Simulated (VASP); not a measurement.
Energy against volume of C (diamond). Method: MS2 meta-GGA, VASP's PBE PAW potentials (set 64) (plane waves; VASP).

```tsv
V (Å³/atom)	E (eV/atom)
5.273	-10.95079
5.442	-10.97590
5.610	-10.98408
5.778	-10.97751
5.947	-10.95808
```

### Question
Fit a third-order Birch-Murnaghan equation of state.

### Answer

```
Property                                        Value
---------------------------------------  ------------
volume per atom                          5.62 Å³/atom
bulk modulus                                  466 GPa
pressure derivative of the bulk modulus          3.57
lattice constant a                            3.555 Å
```

Measured: bulk modulus 455 GPa at 0 K (computed value off by +2.4 %), as given by Daniel Mejia-Rodriguez et al., Physical Review B (2018), arXiv:1807.09216 [0 K value with the zero-point phonon effect removed]; a 3.553 Å at 0 K (computed value off by +0.1 %), as given by Daniel Mejia-Rodriguez et al., Physical Review B (2018), arXiv:1807.09216 [static lattice: zero-point anharmonic expansion removed].

The compound is C in the diamond structure. It was relaxed first.
